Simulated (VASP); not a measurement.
# Fermi-Dirac smearing in Ti

Wanted: TS, pressure and Fermi level of Ti against the smearing width, on one dense mesh.

Program: VASP 6.6.1. Level of theory: PBEsol; plane waves and PAW (Ti_sv), in the first sound run; inputs show where later runs differ. Results are calculated unless marked as measured.

## (1) Starting point

The structure is hexagonal, space group P6_3/mmc (No. 194). Conventional cell: a = 2.950 Å, b = 2.950 Å, c = 4.685 Å, α = 90.00°, β = 90.00°, γ = 120.00°. Nearest to Ti lie 12 Ti at 2.90 to 2.95 Å.

Coordinates:

```cif
data_structure
_symmetry_space_group_name_H-M 'P 1'
_symmetry_Int_Tables_number 1
_cell_length_a 2.9500
_cell_length_b 2.9500
_cell_length_c 4.6846
_cell_angle_alpha 90.000
_cell_angle_beta 90.000
_cell_angle_gamma 120.000
_cell_volume 35.31
loop_
_atom_site_label
_atom_site_type_symbol
_atom_site_fract_x
_atom_site_fract_y
_atom_site_fract_z
_atom_site_occupancy
Ti1 Ti 0.00000 0.00000 0.00000 1
Ti2 Ti 0.33333 0.66667 0.50000 1
```

## (2) Relax the crystal, PBEsol

The cell is relaxed and then held.

This step took 2 runs in a row; the last is shown.

Level: PBEsol; plane waves and PAW (Ti_sv).

INCAR

```
SYSTEM = Ti
PREC = Accurate
ENCUT = 450
EDIFF = 1E-07
NELM = 120
ISMEAR = 1
SIGMA = 0.15
LREAL = .FALSE.
ALGO = Normal
GGA = PS
NBANDS = 18
LASPH = .TRUE.
LORBIT = 11
LWAVE = .FALSE.
LCHARG = .FALSE.
KPAR = 8
IBRION = 2
NSW = 40
ISIF = 3
EDIFFG = -0.005
POTIM = 0.4
```

POSCAR

```
Ti
1.0
    2.8972305315      0.0000000000      0.0000000000
   -1.4486152658      2.5090752410      0.0000000000
    0.0000000000      0.0000000000      4.5805650009
Ti
2
Direct
    0.0000000000      0.0000000000      0.0000000000
    0.3333333333      0.6666666667      0.5000000000
```

KPOINTS

```
Automatic mesh
0
Gamma
17 17 9
0 0 0
```

The projector-augmented-wave data sets are Ti_sv (PBE family, release 64).

Started as:

```
$ mpirun -np 8 vasp_std
```

Output:

```text
[banner, memory and clock lines left out]
running    8 mpi-ranks, on    1 nodes
[...]
|                                                                             |
|           W    W    AA    RRRRR   N    N  II  N    N   GGGG   !!!           |
|           W    W   A  A   R    R  NN   N  II  NN   N  G    G  !!!           |
|           W    W  A    A  R    R  N N  N  II  N N  N  G       !!!           |
|           W WW W  AAAAAA  RRRRR   N  N N  II  N  N N  G  GGG   !            |
|           WW  WW  A    A  R   R   N   NN  II  N   NN  G    G                |
|           W    W  A    A  R    R  N    N  II  N    N   GGGG   !!!           |
|                                                                             |
|     For optimal performance we recommend to set                             |
|       NCORE = 2 up to number-of-cores-per-socket                            |
|     NCORE specifies how many cores store one orbital (NPAR=cpu/NCORE).      |
|     This setting can greatly improve the performance of VASP for DFT.       |
[...]
DAV:   8    -0.166740523059E+02   -0.11714E-06   -0.27389E-07  6680   0.268E-03    0.366E-04
DAV:   9    -0.166740522575E+02    0.48355E-07   -0.18075E-08  3130   0.108E-03
   2 F= -.16674052E+02 E0= -.16675014E+02  d E =-.133522E-04
 trial-energy change:   -0.000013  1 .order   -0.000014   -0.000050    0.000023
 step:   0.6857(harm=  0.6857)  dis= 0.00000  next Energy=   -16.674056 (dE=-0.172E-04)
[...]
N       E                     dE             d eps       ncg     rms          rms(c)
DAV:   1    -0.166741509642E+02   -0.98658E-04   -0.23531E-03  7912   0.605E-01    0.838E-02
DAV:   2    -0.166740549247E+02    0.96040E-04   -0.47078E-04  8570   0.228E-01    0.244E-02
DAV:   3    -0.166740517760E+02    0.31486E-05   -0.62236E-05  8204   0.486E-02    0.790E-03
DAV:   4    -0.166740548068E+02   -0.30308E-05   -0.12636E-05  7840   0.227E-02    0.298E-03
DAV:   5    -0.166740561529E+02   -0.13461E-05   -0.33184E-06  7588   0.115E-02    0.436E-03
DAV:   6    -0.166740560733E+02    0.79657E-07   -0.13801E-06  7576   0.792E-03    0.121E-03
DAV:   7    -0.166740560041E+02    0.69231E-07   -0.13545E-07  4290   0.260E-03
   3 F= -.16674056E+02 E0= -.16675019E+02  d E =-.170987E-04
[...]
reached required accuracy - stopping structural energy minimisation
```

The job ended after 16 s (8 MPI ranks of Intel Xeon 6975P-C (Granite Rapids), shared host; peak memory 1.5 GiB; 89 s of CPU time).

Lines that name or quote the potential files are left out of all logs, and their timing lines are given in words.

OUTCAR, selected parts (step 2):

```text
  Total        0.0015783      0.0015783      0.0013302     -0.0000000      0.0000000     -0.0000000
  in kB        0.0760329      0.0760329      0.0640799     -0.0000000      0.0000000     -0.0000000
  external PRESSURE =       0.0720486 kB  Pullay stress =       0.0000000 kB

 POSITION                                       TOTAL-FORCE (eV/Angst)
 -----------------------------------------------------------------------------------
     -0.00000      0.00000      0.00000         0.000000     -0.000000      0.000000
     -0.00000      1.67208      2.28935        -0.000000      0.000000     -0.000000
 -----------------------------------------------------------------------------------
    total drift:                               -0.000000      0.000000     -0.000000

  FREE ENERGIE OF THE ION-ELECTRON SYSTEM (eV)
  ---------------------------------------------------
  free  energy   TOTEN  =       -16.6740560041 eV

  energy  without entropy=      -16.6769463066  energy(sigma->0) =      -16.67501944

 reached required accuracy - stopping structural energy minimisation

[... 3 further parts left out ...]
[key lines of the parts left out:]
E-fermi :   8.6883
```

Read from the output:

* energy(sigma→0) of the program: -16.6750 eV
* stress, compression positive: xx, yy, zz 0.01, 0.01, 0.01 GPa
* volume: 33.259 Å³
* ionic steps: 3

## (3) Tetrahedra, PBEsol

Tetrahedra give the density of states at the Fermi level without smearing.

Level: PBEsol; plane waves and PAW (Ti_sv).

INCAR

```
SYSTEM = Ti
PREC = Accurate
ENCUT = 450
EDIFF = 1E-08
NELM = 100
ISMEAR = -5
SIGMA = 0.15
LREAL = .FALSE.
ALGO = Normal
GGA = PS
NBANDS = 28
LASPH = .TRUE.
LORBIT = 11
LWAVE = .FALSE.
LCHARG = .FALSE.
KPAR = 2
ISIF = 2
NEDOS = 3001
```

POSCAR

```
Ti
1.0
    2.8961248741      0.0000000000      0.0000000000
   -1.4480624371      2.5081177136      0.0000000000
    0.0000000000      0.0000000000      4.5787067092
Ti
2
Direct
    0.0000000000      0.0000000000      0.0000000000
    0.3333333333      0.6666666667      0.5000000000
```

KPOINTS

```
Automatic mesh
0
Gamma
30 30 18
0 0 0
```

Started as:

```
$ mpirun -np 2 vasp_std
```

Output:

```text
[banner, memory and clock lines left out]
running    2 mpi-ranks, on    1 nodes
[...]
[... a notice as in an earlier step ...]

 LDA part: xc-table for (Slater+PW92), standard interpolation
 POSCAR, INCAR and KPOINTS ok, starting setup
[...]
entering main loop
       N       E                     dE             d eps       ncg     rms          rms(c)
DAV:   1     0.264320183979E+03    0.26432E+03   -0.10168E+04 51192   0.976E+02
DAV:   2     0.662065380357E+01   -0.25770E+03   -0.24671E+03 51168   0.313E+02
DAV:   3    -0.182442487777E+02   -0.24865E+02   -0.24280E+02 87168   0.880E+01
DAV:   4    -0.188850631801E+02   -0.64081E+00   -0.63698E+00 57892   0.142E+01
[...]
DAV:  15    -0.166747140055E+02    0.74891E-07   -0.57432E-08 54296   0.178E-03    0.478E-05
DAV:  16    -0.166747139869E+02    0.18509E-07   -0.23947E-09 32940   0.251E-04    0.463E-05
DAV:  17    -0.166747139798E+02    0.71018E-08   -0.28937E-10 27344   0.113E-04
   1 F= -.16674714E+02 E0= -.16674714E+02  d E =0.000000E+00
|                                                                             |
|           W    W    AA    RRRRR   N    N  II  N    N   GGGG   !!!           |
|           W    W   A  A   R    R  NN   N  II  NN   N  G    G  !!!           |
|           W    W  A    A  R    R  N N  N  II  N N  N  G       !!!           |
|           W WW W  AAAAAA  RRRRR   N  N N  II  N  N N  G  GGG   !            |
|           WW  WW  A    A  R   R   N   NN  II  N   NN  G    G                |
|           W    W  A    A  R    R  N    N  II  N    N   GGGG   !!!           |
|                                                                             |
|     Tetrahedron method does not include variations of the Fermi             |
|     occupations, so forces and stress will be inaccurate. We suggest        |
|     using a different smearing scheme ISMEAR = 1 or 2 for metals in         |
|     relaxations.                                                            |
|                                                                             |
```

It took 3.1 min on 2 MPI ranks; peak memory 1.2 GiB.

Parts of OUTCAR (step 3):

```text
  Total       -0.0103766     -0.0103766      0.0180762      0.0000000      0.0000000     -0.0000000
  in kB       -0.4998695     -0.4998695      0.8707840      0.0000000      0.0000000     -0.0000000
  external PRESSURE =      -0.0429850 kB  Pullay stress =       0.0000000 kB

 POSITION                                       TOTAL-FORCE (eV/Angst)
 -----------------------------------------------------------------------------------
      0.00000      0.00000      0.00000         0.000000      0.000000      0.000000
     -0.00000      1.67208      2.28935        -0.000000      0.000000      0.000000
 -----------------------------------------------------------------------------------
    total drift:                               -0.000000      0.000000     -0.000000

  FREE ENERGIE OF THE ION-ELECTRON SYSTEM (eV)
  ---------------------------------------------------
  free  energy   TOTEN  =       -16.6747139798 eV

  energy  without entropy=      -16.6747139798  energy(sigma->0) =      -16.67471398

[... 3 further parts left out ...]
[key lines of the parts left out:]
E-fermi :   8.6932
```

Read from the output:

| Item | Value |
| --- | --- |
| energy(sigma→0) of the program | -16.6747 eV |

The run ends at a pressure of 0.00 GPa.

## (4) Electron temperature, PBEsol

One member in full: SIGMA = 0.025 eV.

Level: PBEsol; plane waves and PAW (Ti_sv).

INCAR, as its differences from that of step 3:

```diff
@@ -5,4 +5,4 @@
 NELM = 100
-ISMEAR = -5
-SIGMA = 0.15
+ISMEAR = -1
+SIGMA = 0.025
 LREAL = .FALSE.
@@ -17,2 +17 @@
 ISIF = 2
-NEDOS = 3001
```

POSCAR is that of step 3.

KPOINTS is that of step 3.

Started as:

```
$ mpirun -np 2 vasp_std
```

Output:

```text
[... set-up lines as in an earlier step ...]
 entering main loop
       N       E                     dE             d eps       ncg     rms          rms(c)
DAV:   1     0.264309717527E+03    0.26431E+03   -0.10168E+04 51192   0.976E+02
DAV:   2     0.661881702847E+01   -0.25769E+03   -0.24657E+03 51168   0.313E+02
DAV:   3    -0.182455395484E+02   -0.24864E+02   -0.24272E+02 87168   0.880E+01
DAV:   4    -0.188863769360E+02   -0.64084E+00   -0.63698E+00 57892   0.142E+01
[...]
DAV:  15    -0.166765736946E+02    0.71617E-07   -0.55722E-08 54392   0.174E-03    0.447E-05
DAV:  16    -0.166765736753E+02    0.19297E-07   -0.24087E-09 33348   0.247E-04    0.468E-05
DAV:  17    -0.166765736672E+02    0.81536E-08   -0.27609E-10 27372   0.105E-04
   1 F= -.16676574E+02 E0= -.16674674E+02  d E =-.379874E-02
```

Run time: 2.8 min. Hardware: 2 MPI ranks; peak memory 1.1 GiB; 4 min of CPU time.

OUTCAR, selected parts (step 4):

```text
  LATTYP: Found a hexagonal cell.
 ALAT       =     2.8961248741
 C/A-ratio  =     1.5809769634

 Subroutine GETGRP returns: Found 24 space group operations
 (whereof 12 operations were pure point group operations)

The static configuration has the point symmetry D_3h.
 The point group associated with its full space group is D_6h.

 Found    910 irreducible k-points:

   dimension x,y,z NGX =    20 NGY =   20 NGZ =   32
   dimension x,y,z NGXF=    40 NGYF=   40 NGZF=   64

   ENCUT  =  450.0 eV  33.07 Ry    5.75 a.u.   5.01  5.01  7.92*2*pi/ulx,y,z

   NELECT =      24.0000    total number of electrons

 E-fermi :   8.6881

 k-point     1 :       0.0000    0.0000    0.0000
  band No.  band energies     occupation
    ...
      6     -23.8027      2.00000
      7     -23.7674      2.00000
      8     -23.7674      2.00000
      9       2.3704      2.00000
     10       5.8744      2.00000
     11       9.4688      0.00000
     12       9.4688      0.00000
     13       9.5978      0.00000
     14       9.6096      0.00000
     15      10.0056      0.00000
    ...

 k-point     2 :       0.0333    0.0000    0.0000
  band No.  band energies     occupation
    ...
      6     -23.8039      2.00000
      7     -23.7736      2.00000
      8     -23.7681      2.00000
      9       2.4036      2.00000
     10       5.9007      2.00000
     11       9.3741      0.00000
     12       9.4923      0.00000
     13       9.5236      0.00000
     14       9.6904      0.00000
     15       9.9880      0.00000
    ...

  Total       -0.0037545     -0.0037545      0.0143520      0.0000000      0.0000000      0.0000000
  in kB       -0.1808670     -0.1808670      0.6913769      0.0000000      0.0000000      0.0000000
  external PRESSURE =       0.1098810 kB  Pullay stress =       0.0000000 kB

 POSITION                                       TOTAL-FORCE (eV/Angst)
 -----------------------------------------------------------------------------------
      0.00000      0.00000      0.00000        -0.000000      0.000000      0.000000
     -0.00000      1.67208      2.28935         0.000000     -0.000000      0.000000
 -----------------------------------------------------------------------------------
    total drift:                               -0.000000      0.000000     -0.000000

  FREE ENERGIE OF THE ION-ELECTRON SYSTEM (eV)
  ---------------------------------------------------
  free  energy   TOTEN  =       -16.6765736672 eV

  energy  without entropy=      -16.6727749287  energy(sigma->0) =      -16.67467430

 total charge
# of ion       s       p       d       tot
------------------------------------------
    1        2.260   6.130   1.916  10.306
    2        2.260   6.130   1.916  10.306
--------------------------------------------------
tot          4.520  12.261   3.831  20.611

[... 2 parts as in an earlier step ...]

[... 7 further parts left out ...]
```

Read from the output:

| Item | Value |
| --- | --- |
| energy(sigma→0) of the program | -16.6747 eV |
| stress, compression positive | xx, yy, zz -0.02, -0.02, 0.07 GPa |

The run ends at a pressure of 0.01 GPa.

## (5) The table

The other members went through these steps as far as the tables show, on the same mesh; 7 runs are not shown. The session took 0.89 core hours (wall time by ranks) on a shared machine.

```
width kT (eV)  temperature (K)  free energy less that of the narrowest width (meV/atom)  TS (meV/atom)  pressure (GPa)  shift of the Fermi level (eV)
        0.025              290                                                    0.000          1.899           0.011                          0.000
        0.050              580                                                   -3.010          8.349           0.031                         -0.008
        0.075              870                                                        ?              ?           0.078                         -0.021
        0.100             1160                                                  -16.324         36.950           0.158                         -0.034
        0.150             1741                                                  -40.527         90.722           0.438                         -0.055
        0.200             2321                                                  -77.278        173.663           0.887                         -0.069
        0.300             3481                                                 -191.354        423.446           2.225                         -0.080
```

## (6) The Sommerfeld expansion

At low temperature TS = (π²/3) g (kT)², so TS, twice the difference of energy(sigma→0) and the free energy, over (π²/3)(kT)² is an effective density of states: 0.924, 1.015, 1.123, 1.226, 1.320, 1.430 states/eV/atom in the rows shown.

Fitting a parabola to the 6 known rows (σ: width in eV) gives g = − 3.851 σ² + 3.062 σ + 0.8581 in states/eV/atom; the residuals are 0.0071 states/eV/atom r.m.s.

For the withheld row, σ = 0.075, the fit gives 1.066 states/eV/atom.

## (7) The withheld row

The calculation gives 1.075 states/eV/atom, so the prediction is 0.009 states/eV/atom too low, within twice the residual of the fit.

The parabola in σ is an empirical guide, not the expansion itself. Tetrahedra give g = 0.878 states/eV/atom at the Fermi level, the limit that the series should reach at zero width.

## (8) Summary of results

```json
{"density of states at the Fermi level, tetrahedra": "0.88 states/eV/atom", "Sommerfeld coefficient from it": "2.07 mJ per mole of atoms and K²", "pressure at the widest setting": "2.23 GPa", "error of the predicted g": "-0.009 states/eV/atom"}
```

What this shows: Against the tetrahedron value, the effective density of states stands at +5 % at 0.025 eV, +16 % at 0.05 eV, +28 % at 0.1 eV, +63 % at 0.3 eV. At the widest setting the states within reach are denser than those at the Fermi level. The bare coefficient lacks the electron-phonon enhancement of measured heat capacities.

[Lines on the potential files, build, host, timing and source positions are cut from VASP's logs without a mark.]

[Logs are printed without paths, hosts, clocks, repeated set-up lines and the standing remarks that a program may print on its own settings, such as how far it seeks lower states.]

[Hosts, paths, dates, database ids (printed as entryN), source tags and the programs' standing remarks are cut or masked in the printed files.]
